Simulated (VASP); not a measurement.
# Lattice vibrations of Si2Ni, part 2 of 3

Wanted: whether Si2Ni is dynamically stable, and its vibrational spectrum. The start is a cell from a database of measured crystal structures.

VASP 6.6.1, plane waves and PAW; the level of theory is named at each step.

So far. Step 2 (Relax the host): The run ended after 3 ionic steps, 0.014 eV below its first step, once forces and stress met EDIFFG = -0.02. The relaxed cell has a = 5.358 Å (conventional setting).

## Step 3: Tight relaxation

Level of this step: LDA, spin-polarised from a ferromagnetic start (one magnetic atom a cell); plane waves and PAW (Ni, Si) (VASP).

Force constants are second derivatives, so residual forces and stress must first be far smaller than in an ordinary relaxation. Smearing, mesh and cutoff differ from the relaxation before, which can move the cell too.

INCAR

```
SYSTEM = Si2Ni
PREC = Accurate
ENCUT = 350
EDIFF = 1E-08
NELM = 120
ISMEAR = 1
SIGMA = 0.2
LREAL = .FALSE.
ALGO = Fast
GGA = CA
NBANDS = 16
ISPIN = 2
MAGMOM = 1 0 0
LMAXMIX = 4
LORBIT = 11
LWAVE = .FALSE.
LCHARG = .FALSE.
KPAR = 4
IBRION = 1
NSW = 30
ISIF = 3
EDIFFG = -0.002
POTIM = 0.4
```

POSCAR

```
Si2Ni
1.0
    0.0000000000      2.6790162956      2.6790162956
    2.6790162956      0.0000000000      2.6790162956
    2.6790162956      2.6790162956      0.0000000000
Ni Si
1 2
Direct
    0.0000000000      0.0000000000      0.0000000000
    0.7500000000      0.7500000000      0.7500000000
    0.2500000000      0.2500000000      0.2500000000
```

KPOINTS

```
Automatic mesh
0
Gamma
11 11 11
0 0 0
```

PAW data sets: Ni and Si (LDA family, release 64).

Run with:

```bash
$ mpirun -np 4 vasp_std
```

The log of the run:

```text
[... set-up lines as in an earlier step ...]
 entering main loop
       N       E                     dE             d eps       ncg     rms          rms(c)
DAV:   1     0.485085183084E+02    0.48509E+02   -0.57488E+03  3648   0.813E+02
DAV:   2    -0.193806387547E+02   -0.67889E+02   -0.62255E+02  4072   0.182E+02
DAV:   3    -0.218001693106E+02   -0.24195E+01   -0.23770E+01  4656   0.380E+01
DAV:   4    -0.218379563024E+02   -0.37787E-01   -0.37773E-01  4280   0.478E+00
DAV:   5    -0.218389325233E+02   -0.97622E-03   -0.97619E-03  4648   0.779E-01    0.171E+01
RMM:   6    -0.259991278516E+02   -0.41602E+01   -0.32805E+01  3600   0.672E+01    0.251E+01
RMM:   7    -0.200194325223E+02    0.59797E+01   -0.10455E+01  3584   0.377E+01    0.281E+00
RMM:   8    -0.199291326211E+02    0.90300E-01   -0.52970E-01  3584   0.662E+00    0.197E+00
RMM:   9    -0.198991198453E+02    0.30013E-01   -0.96888E-02  3584   0.292E+00    0.498E-01
RMM:  10    -0.199003166854E+02   -0.11968E-02   -0.12618E-02  3696   0.807E-01    0.313E-01
RMM:  11    -0.199003060504E+02    0.10635E-04   -0.21521E-03  3626   0.490E-01    0.183E-01
RMM:  12    -0.199004750639E+02   -0.16901E-03   -0.18866E-03  3591   0.489E-01    0.164E-01
RMM:  13    -0.199002466722E+02    0.22839E-03   -0.42425E-04  3719   0.223E-01    0.335E-02
RMM:  14    -0.199002472257E+02   -0.55357E-06   -0.15757E-04  3919   0.977E-02    0.228E-02
RMM:  15    -0.199002504123E+02   -0.31865E-05   -0.32694E-05  3865   0.372E-02    0.113E-02
RMM:  16    -0.199002501038E+02    0.30843E-06   -0.51966E-06  3920   0.159E-02    0.417E-03
RMM:  17    -0.199002501242E+02   -0.20333E-07   -0.10454E-06  3806   0.793E-03    0.203E-03
RMM:  18    -0.199002501490E+02   -0.24820E-07   -0.21813E-07  3533   0.278E-03    0.152E-03
RMM:  19    -0.199002501292E+02    0.19833E-07   -0.44560E-08  3131   0.228E-03    0.263E-04
RMM:  20    -0.199002501320E+02   -0.28670E-08   -0.13838E-08  2566   0.790E-04
   1 F= -.19900250E+02 E0= -.19900308E+02  d E =-.199003E+02  mag=     0.0000
 BRION: g(F)=  0.350E-45 g(S)=  0.130E-02
 bond charge predicted
       N       E                     dE             d eps       ncg     rms          rms(c)
DAV:   1    -0.199150220406E+02   -0.14772E-01   -0.10796E-01  4304   0.655E+00    0.116E+00
RMM:   2    -0.199442674559E+02   -0.29245E-01   -0.16661E-01  3584   0.466E+00    0.189E+00
RMM:   3    -0.199008478946E+02    0.43420E-01   -0.67489E-02  3584   0.314E+00    0.252E-01
RMM:   4    -0.199005554064E+02    0.29249E-03   -0.12449E-03  3584   0.318E-01    0.839E-02
RMM:   5    -0.199005127075E+02    0.42699E-04   -0.44965E-04  3584   0.203E-01    0.210E-02
RMM:   6    -0.199005272776E+02   -0.14570E-04   -0.64764E-05  3684   0.895E-02    0.306E-02
RMM:   7    -0.199005225524E+02    0.47252E-05   -0.57453E-05  3586   0.784E-02    0.139E-02
RMM:   8    -0.199005217602E+02    0.79220E-06   -0.10286E-05  3820   0.313E-02    0.320E-03
RMM:   9    -0.199005221422E+02   -0.38196E-06   -0.34452E-06  3666   0.120E-02    0.463E-03
RMM:  10    -0.199005221677E+02   -0.25564E-07   -0.46605E-07  3462   0.651E-03    0.516E-03
RMM:  11    -0.199005221034E+02    0.64331E-07   -0.19829E-07  3567   0.304E-03    0.175E-03
RMM:  12    -0.199005220913E+02    0.12091E-07   -0.60472E-08  3390   0.238E-03    0.128E-03
RMM:  13    -0.199005221042E+02   -0.12877E-07   -0.18784E-08  2694   0.898E-04    0.159E-03
RMM:  14    -0.199005221294E+02   -0.25242E-07   -0.10018E-08  2368   0.836E-04    0.225E-03
RMM:  15    -0.199005221570E+02   -0.27585E-07   -0.78182E-09  2282   0.587E-04    0.285E-03
RMM:  16    -0.199005221607E+02   -0.37089E-08   -0.16180E-09  1993   0.334E-04
   2 F= -.19900522E+02 E0= -.19900510E+02  d E =-.272029E-03  mag=     0.0000
[...]
3 F= -.19900657E+02 E0= -.19900674E+02  d E =-.134389E-03  mag=     0.0000
 BRION: g(F)=  0.180E-44 g(S)=  0.227E-05 retain N=  1 mean eig= 0.56
 eig:   0.557
 bond charge predicted
       N       E                     dE             d eps       ncg     rms          rms(c)
DAV:   1    -0.199006659613E+02   -0.94111E-05   -0.59926E-05  4632   0.156E-01    0.267E-02
RMM:   2    -0.199006812196E+02   -0.15258E-04   -0.86108E-05  3584   0.105E-01    0.439E-02
RMM:   3    -0.199006584789E+02    0.22741E-04   -0.35787E-05  3584   0.726E-02    0.643E-03
RMM:   4    -0.199006581612E+02    0.31768E-06   -0.73421E-07  3584   0.918E-03    0.270E-03
RMM:   5    -0.199006581044E+02    0.56859E-07   -0.29345E-07  3583   0.513E-03    0.393E-04
RMM:   6    -0.199006581032E+02    0.12151E-08   -0.32809E-08  3065   0.186E-03
   4 F= -.19900658E+02 E0= -.19900673E+02  d E =-.155369E-05  mag=    -0.0000
 BRION: g(F)=  0.700E-46 g(S)=  0.564E-08 retain N=  1 mean eig= 0.59
 eig:   0.586
 reached required accuracy - stopping structural energy minimisation
```

It took 26 s on 4 MPI ranks of Intel Xeon 6975P-C (Granite Rapids), shared host; peak memory 0.59 GiB; 1.7 min of CPU time.

OUTCAR, selected parts (step 3):

```text
  LATTYP: Found a face centered cubic cell.
 ALAT       =     5.3580325912

The static configuration has the point symmetry O_h .

 Found     56 irreducible k-points:

   k-points           NKPTS =     56   k-points in BZ     NKDIM =     56   number of bands    NBANDS=     16

   ENCUT  =  350.0 eV  25.72 Ry    5.07 a.u.   5.78  5.78  5.78*2*pi/ulx,y,z

   NELECT =      18.0000    total number of electrons

 E-fermi :  10.8365

 spin component 1
 k-point     1 :       0.0000    0.0000    0.0000
  band No.  band energies     occupation
    ...
      3       5.3866      1.00000
      4       5.3866      1.00000
      5       7.1167      1.00000
      6       7.1167      1.00000
      7      10.6897      0.97108
      8      12.5744     -0.00000
      9      12.5744     -0.00000
     10      12.5744     -0.00000
     11      13.0618     -0.00000
     12      13.0618     -0.00000
    ...

 k-point     2 :       0.0909    0.0000    0.0000
  band No.  band energies     occupation
    ...
      3       5.4263      1.00000
      4       5.4263      1.00000
      5       7.0933      1.00000
      6       7.0933      1.00000
      7      10.3863      1.00328
      8      11.5505     -0.00000
      9      11.9599     -0.00000
     10      11.9599     -0.00000
     11      13.6830     -0.00000
     12      13.6830     -0.00000
    ...

 k-point     3 :       0.1818    0.0000    0.0000
  band No.  band energies     occupation
    ...
      3       5.5328      1.00000
      4       5.5328      1.00000
      5       7.0477      1.00000
      6       7.0477      1.00000
      7       9.1103      1.00000
      8      11.2100     -0.01197
      9      11.2100     -0.01197
     10      11.6911     -0.00000
     11      13.7245     -0.00000
     12      13.7245     -0.00000
    ...

 k-point     4 :       0.2727    0.0000    0.0000
  band No.  band energies     occupation
    ...
      5       7.0428      1.00000
      6       7.0428      1.00000
      7       7.9815      1.00000
      8      10.4804      1.01520
      9      10.4804      1.01520
     10      12.1136     -0.00000
     11      13.2075     -0.00000
     12      13.2075     -0.00000
     13      14.1946     -0.00000
     14      16.6489      0.00000
    ...

  Total       -0.0003823     -0.0003823     -0.0003823      0.0000000      0.0000000      0.0000000
  in kB       -0.0159967     -0.0159967     -0.0159967      0.0000000      0.0000000      0.0000000
  external PRESSURE =      -0.0159967 kB  Pullay stress =       0.0000000 kB

  energy-cutoff  :      350.00
  volume of cell :       38.29
      direct lattice vectors                 reciprocal lattice vectors
     0.000000000  2.675141870  2.675141870    -0.186905975  0.186905975  0.186905975
     2.675141870 -0.000000000  2.675141870     0.186905975 -0.186905975  0.186905975
     2.675141870  2.675141870  0.000000000     0.186905975  0.186905975 -0.186905975

 POSITION                                       TOTAL-FORCE (eV/Angst)
 -----------------------------------------------------------------------------------
      0.00000     -0.00000      0.00000         0.000000     -0.000000     -0.000000
      4.01271      4.01271      4.01271        -0.000000      0.000000      0.000000
      1.33757      1.33757      1.33757        -0.000000      0.000000     -0.000000
 -----------------------------------------------------------------------------------
    total drift:                               -0.000000      0.000000      0.000000

  FREE ENERGIE OF THE ION-ELECTRON SYSTEM (eV)
  ---------------------------------------------------
  free  energy   TOTEN  =       -19.9006581032 eV

  energy  without entropy=      -19.9007041673  energy(sigma->0) =      -19.90067346

 total charge
# of ion       s       p       d       tot
------------------------------------------
    1        0.581   0.847   8.479   9.907
    2        0.745   0.872   0.000   1.617
    3        0.745   0.872   0.000   1.617
--------------------------------------------------
tot          2.070   2.591   8.479  13.140

 magnetization (x)
# of ion       s       p       d       tot
------------------------------------------
    1       -0.000   0.000  -0.000  -0.000
    2       -0.000  -0.000   0.000  -0.000
    3       -0.000  -0.000   0.000  -0.000
--------------------------------------------------
tot         -0.000  -0.000  -0.000  -0.000

[... 3 parts as in an earlier step ...]

[... 6 further parts left out ...]
```

CONTCAR:

```
Si2Ni
   1.00000000000000
     0.0000000000000000    2.6751418704548962    2.6751418704548962
     2.6751418704548962   -0.0000000000000000    2.6751418704548962
     2.6751418704548962    2.6751418704548962    0.0000000000000000
  Ni              Si
     1     2
Direct
    -0.0000000000000000    0.0000000000000000    0.0000000000000000
     0.7500000000000000    0.7500000000000000    0.7500000000000000
     0.2500000000000000    0.2500000000000000    0.2500000000000000
```

Relaxation path:

```
step  energy less that of the first step (eV)  largest force (eV/Å)  pressure (GPa)  volume (Å³)
   1                                   0.0000                0.0000           -0.76        38.46
   2                                  -0.0003                0.0000            0.54        38.18
   3                                  -0.0004                0.0000           -0.03        38.30
   4                                  -0.0004                0.0000            0.00        38.29
```

| conventional cell, symmetrised | before | after | change |
| --- | --- | --- | --- |
| a (Å) | 5.358 | 5.350 | -0.1 % |
| b (Å) | 5.358 | 5.350 | -0.1 % |
| c (Å) | 5.358 | 5.350 | -0.1 % |
| volume (Å³/atom) | 12.82 | 12.76 | -0.4 % |

The relaxed structure:

```
Ni Si
1.0
     0.00000    2.67514    2.67514
     2.67514    0.00000    2.67514
     2.67514    2.67514    0.00000
Ni Si
1 2
Direct
  0.00000 0.00000 0.00000
  0.75000 0.75000 0.75000
  0.25000 0.25000 0.25000
```

This step gave:

```
electronic cycles : 52
Fermi energy      : 10.84 eV
pressure          : -0.001600 GPa
```

The run ended after 4 ionic steps, 0.000 eV below its first step, once forces and stress met EDIFFG = -0.002.

## Step 4: Force constants in the supercell

This step: LDA, spin-polarised from a ferromagnetic start; plane waves and PAW (Ni, Si) (VASP 6.6.1).

System of this step: Si2Ni. Symmetry: Fm-3m, No. 225, cubic system. Conventional cell: a = 5.350 Å, b = 5.350 Å, c = 5.350 Å, α = 90.00°, β = 90.00°, γ = 90.00°. Nearest to Ni lie 8 Si at 2.32 Å. Si has 4 Ni at 2.32 Å nearest. Farther neighbours are not listed.

Each independent atom is moved by 0.015 Å both ways; the forces give the force constants out to half the supercell.

INCAR

```
SYSTEM = Si2Ni
PREC = Accurate
ENCUT = 350
EDIFF = 1E-07
NELM = 120
ISMEAR = 1
SIGMA = 0.2
LREAL = .FALSE.
ALGO = Fast
GGA = CA
NBANDS = 108
ISPIN = 2
MAGMOM = 1 1 1 1 1 1 1 1 0 0 0 0 0 0 0 0 0 0 0 0 0 0 0 0
LMAXMIX = 4
LWAVE = .FALSE.
LCHARG = .FALSE.
KPAR = 4
IBRION = 6
NSW = 1
NFREE = 2
POTIM = 0.015
ISIF = 0
ADDGRID = .TRUE.
```

POSCAR

```
Si2Ni
1.0
    0.0000000000      5.3502837410      5.3502837410
    5.3502837410      0.0000000000      5.3502837410
    5.3502837410      5.3502837410      0.0000000000
Ni Si
8 16
Direct
    0.0000000000      0.0000000000      0.0000000000
    0.0000000000      0.0000000000      0.5000000000
    0.0000000000      0.5000000000      0.0000000000
    0.0000000000      0.5000000000      0.5000000000
    0.5000000000      0.0000000000      0.0000000000
    0.5000000000      0.0000000000      0.5000000000
    0.5000000000      0.5000000000      0.0000000000
    0.5000000000      0.5000000000      0.5000000000
    0.3750000000      0.3750000000      0.3750000000
    0.3750000000      0.3750000000      0.8750000000
    0.3750000000      0.8750000000      0.3750000000
    0.3750000000      0.8750000000      0.8750000000
    0.8750000000      0.3750000000      0.3750000000
    0.8750000000      0.3750000000      0.8750000000
    0.8750000000      0.8750000000      0.3750000000
    0.8750000000      0.8750000000      0.8750000000
    0.1250000000      0.1250000000      0.1250000000
    0.1250000000      0.1250000000      0.6250000000
    0.1250000000      0.6250000000      0.1250000000
    0.1250000000      0.6250000000      0.6250000000
    0.6250000000      0.1250000000      0.1250000000
    0.6250000000      0.1250000000      0.6250000000
    0.6250000000      0.6250000000      0.1250000000
    0.6250000000      0.6250000000      0.6250000000
```

KPOINTS

```
Automatic mesh
0
Gamma
5 5 5
0 0 0
```

Run with:

```bash
$ mpirun -np 4 vasp_std
```

The log of the run:

```text
[banner, memory and clock lines left out]
running    4 mpi-ranks, on    1 nodes
 distrk:  each k-point on    1 cores,    4 groups
 distr:  one band on    1 cores,    1 groups

 POSCAR found type information on POSCAR NiSi
 POSCAR found :  2 types and      24 ions
|                                                                             |
|               ----> ADVICE to this user running VASP <----                  |
|                                                                             |
|     You have a (more or less) 'large supercell' and for larger cells it     |
|     might be more efficient to use real-space projection operators.         |
|     Therefore, try LREAL= Auto in the INCAR file.                           |
|     Mind: For very accurate calculation, you might also keep the            |
|     reciprocal projection scheme (i.e. LREAL=.FALSE.).                      |
|                                                                             |

 LDA part: xc-table for (Slater(with rela. corr.)+CA(PZ))
 , standard interpolation
 POSCAR, INCAR and KPOINTS ok, starting setup
 FFT: planning ... GRIDC
 FFT: planning ... GRID_SOFT
 FFT: planning ... GRID
 WAVECAR not read
 entering main loop
       N       E                     dE             d eps       ncg     rms          rms(c)
DAV:   1     0.844536049993E+03    0.84454E+03   -0.43215E+04  4320   0.104E+03
DAV:   2    -0.654819066587E+02   -0.91002E+03   -0.84489E+03  4336   0.285E+02
DAV:   3    -0.169085491730E+03   -0.10360E+03   -0.95329E+02  4800   0.106E+02
DAV:   4    -0.174547625597E+03   -0.54621E+01   -0.53406E+01  5240   0.245E+01
DAV:   5    -0.174744411212E+03   -0.19679E+00   -0.19626E+00  5584   0.442E+00    0.484E+01
RMM:   6    -0.206602492336E+03   -0.31858E+02   -0.33323E+02  4343   0.882E+01    0.717E+01
RMM:   7    -0.160951730559E+03    0.45651E+02   -0.96951E+01  4320   0.493E+01    0.953E+00
RMM:   8    -0.159556371677E+03    0.13954E+01   -0.94078E+00  4320   0.126E+01    0.740E+00
RMM:   9    -0.159188554011E+03    0.36782E+00   -0.13310E+00  4320   0.551E+00    0.179E+00
RMM:  10    -0.159208884107E+03   -0.20330E-01   -0.23774E-01  4370   0.114E+00    0.123E+00
RMM:  11    -0.159211331474E+03   -0.24474E-02   -0.29598E-02  4505   0.690E-01    0.809E-01
RMM:  12    -0.159211807209E+03   -0.47573E-03   -0.12925E-02  4433   0.520E-01    0.346E-01
RMM:  13    -0.159211728596E+03    0.78613E-04   -0.56334E-03  4870   0.241E-01    0.107E-01
RMM:  14    -0.159211752178E+03   -0.23582E-04   -0.10524E-03  4698   0.827E-02    0.995E-02
RMM:  15    -0.159211775145E+03   -0.22967E-04   -0.18660E-04  5321   0.395E-02    0.573E-02
RMM:  16    -0.159211771912E+03    0.32325E-05   -0.43319E-05  4402   0.260E-02    0.164E-02
RMM:  17    -0.159211773081E+03   -0.11691E-05   -0.10181E-05  4648   0.707E-03    0.730E-03
RMM:  18    -0.159211773288E+03   -0.20667E-06   -0.16797E-06  4367   0.335E-03    0.421E-03
RMM:  19    -0.159211773258E+03    0.29984E-07   -0.39674E-07  3226   0.235E-03
   1 F= -.15921177E+03 E0= -.15920965E+03  d E =-.636531E-02  mag=     0.0001
 Found     2 degrees of freedom:
 Finite differences POTIM= 0.01500 DOF=   2
 bond charge predicted
       N       E                     dE             d eps       ncg     rms          rms(c)
DAV:   1    -0.159210519851E+03    0.12534E-02   -0.97630E-01  8484   0.252E+00    0.157E-01
RMM:   2    -0.159210570757E+03   -0.50906E-04   -0.47513E-03  7776   0.299E-01    0.111E-01
RMM:   3    -0.159210716289E+03   -0.14553E-03   -0.15317E-03  7777   0.168E-01    0.164E-01
RMM:   4    -0.159210449132E+03    0.26716E-03   -0.55422E-04  7796   0.111E-01    0.374E-02
RMM:   5    -0.159210453868E+03   -0.47364E-05   -0.18271E-04  7815   0.568E-02    0.431E-02
RMM:   6    -0.159210441970E+03    0.11898E-04   -0.74149E-05  7861   0.393E-02    0.194E-02
RMM:   7    -0.159210441347E+03    0.62261E-06   -0.25524E-05  8172   0.191E-02    0.105E-02
RMM:   8    -0.159210441752E+03   -0.40546E-06   -0.87082E-06  8114   0.103E-02    0.370E-03
RMM:   9    -0.159210441924E+03   -0.17119E-06   -0.24451E-06  7768   0.553E-03    0.245E-03
RMM:  10    -0.159210441981E+03   -0.56902E-07   -0.79891E-07  6605   0.266E-03
   2 F= -.15921044E+03 E0= -.15920832E+03  d E =-.636721E-02  mag=     0.0000
[...]
3 F= -.15921044E+03 E0= -.15920832E+03  d E =-.636785E-02  mag=     0.0000
[...]
4 F= -.15921057E+03 E0= -.15920845E+03  d E =-.636660E-02  mag=    -0.0000
 Finite differences progress:
  Degree of freedom:   2/  2
  Displacement:        1/  2
  Total:               3/  4
 bond charge predicted
       N       E                     dE             d eps       ncg     rms          rms(c)
DAV:   1    -0.159209694921E+03    0.87916E-03   -0.13447E-01 11956   0.100E+00    0.182E-01
RMM:   2    -0.159210550858E+03   -0.85594E-03   -0.92288E-03 11664   0.439E-01    0.181E-01
RMM:   3    -0.159210592009E+03   -0.41151E-04   -0.24311E-03 11673   0.200E-01    0.121E-01
RMM:   4    -0.159210551013E+03    0.40995E-04   -0.70234E-04 11827   0.104E-01    0.291E-02
RMM:   5    -0.159210571129E+03   -0.20115E-04   -0.20515E-04 12871   0.518E-02    0.244E-02
RMM:   6    -0.159210573647E+03   -0.25186E-05   -0.45867E-05 12097   0.264E-02    0.167E-02
RMM:   7    -0.159210574012E+03   -0.36484E-06   -0.18090E-05 12778   0.138E-02    0.747E-03
RMM:   8    -0.159210574103E+03   -0.91170E-07   -0.30390E-06 11978   0.657E-03    0.525E-03
RMM:   9    -0.159210573934E+03    0.16941E-06   -0.12346E-06 11089   0.472E-03    0.225E-03
RMM:  10    -0.159210573974E+03   -0.39694E-07   -0.60490E-07  9651   0.218E-03
   5 F= -.15921057E+03 E0= -.15920845E+03  d E =-.636623E-02  mag=     0.0000
 Finite differences progress:
  Degree of freedom:   2/  2
  Displacement:        2/  2
  Total:               4/  4
```

The job ended after 19 min (4 MPI ranks; peak memory 5.1 GiB).

[end of part 2 of 3]

[Lines on the potential files, build, host, timing and source positions are cut from VASP's logs without a mark.]

[Logs are printed without paths, hosts, clocks, repeated set-up lines and the standing remarks that a program may print on its own settings, such as how far it seeks lower states.]

[Hosts, paths, dates, database ids (printed as entryN), source tags and the programs' standing remarks are cut or masked in the printed files.]

[Runs that stopped without an error message from VASP are left out.]
